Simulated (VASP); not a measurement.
Runs of VASP 6.6.1 on NaF (Villiaumite). The structure is cubic, space group Fm-3m (No. 225). The conventional cell has a = 4.640 Å, b = 4.640 Å, c = 4.640 Å, α = 90.00°, β = 90.00°, γ = 90.00°. Around Na (site symmetry m-3m) lie 6 F at 2.32 Å. F (site symmetry m-3m) is surrounded by 6 Na at 2.32 Å. 

| task | level | potentials or basis | cell | gap on the mesh (eV) | pressure (GPa) | relaxed volume (Å³/atom) |
| --- | --- | --- | --- | --- | --- | --- |
| relaxation of the atoms | LDA | VASP PAW LDA potentials, release 64 (Na_pv, F) | atoms relaxed from: a relaxed cell with its volume scaled by 0.94 | (b) | 4.5 | - |
| relaxation of the atoms | PBE+D3(BJ) | VASP PAW PBE potentials, release 64 (Na_pv, F) | atoms relaxed from: a relaxed cell with its volume scaled by 0.94 | 6.69 | 3.6 | - |
| relaxation of the atoms | LDA | VASP PAW LDA potentials, release 64 (Na_pv, F) | atoms relaxed from: a relaxed cell with its volume scaled by 0.96 | 6.70 | 2.9 | - |
| relaxation of cell and atoms | LDA | VASP PAW LDA potentials, release 64 (Na_pv, F) | relaxed | 6.46 | -0.1 | 11.38 |
| relaxation of the atoms | PBE+D3(BJ) | VASP PAW PBE potentials, release 64 (Na_pv, F) | atoms relaxed from: a relaxed cell with its volume scaled by 1.04 | (a) | -1.9 | - |
| relaxation of the atoms | PBE+D3(BJ) | VASP PAW PBE potentials, release 64 (Na_pv, F) | atoms relaxed | 6.34 | -0.1 | - |
| relaxation of the atoms | LDA | VASP PAW LDA potentials, release 64 (Na_pv, F) | atoms relaxed from: a relaxed cell with its volume scaled by 1.06 | 6.12 | -3.2 | - |
| relaxation of cell and atoms | PBE+D3(BJ) | VASP PAW PBE potentials, release 64 (Na_pv, F) | relaxed | 6.34 | -0.1 | 12.36 |
| relaxation of the atoms | LDA | VASP PAW LDA potentials, release 64 (Na_pv, F) | atoms relaxed from: a relaxed cell with its volume scaled by 0.98 | (c) | 1.4 | - |
| relaxation of the atoms | PBE+D3(BJ) | VASP PAW PBE potentials, release 64 (Na_pv, F) | atoms relaxed from: a relaxed cell with its volume scaled by 0.96 | 6.56 | 2.2 | - |

Alike in all rows: no spin polarisation; k mesh 10 × 10 × 10; cutoff (eV) 600; smearing gaussian 0.03 eV.

Q: Estimate the missing entries.

A: (a) 6.13; (b) 6.84; (c) 6.58.

Caveats: the relaxation stopped at its first step, so nothing moved (some runs).

A k mesh can miss the band edges.
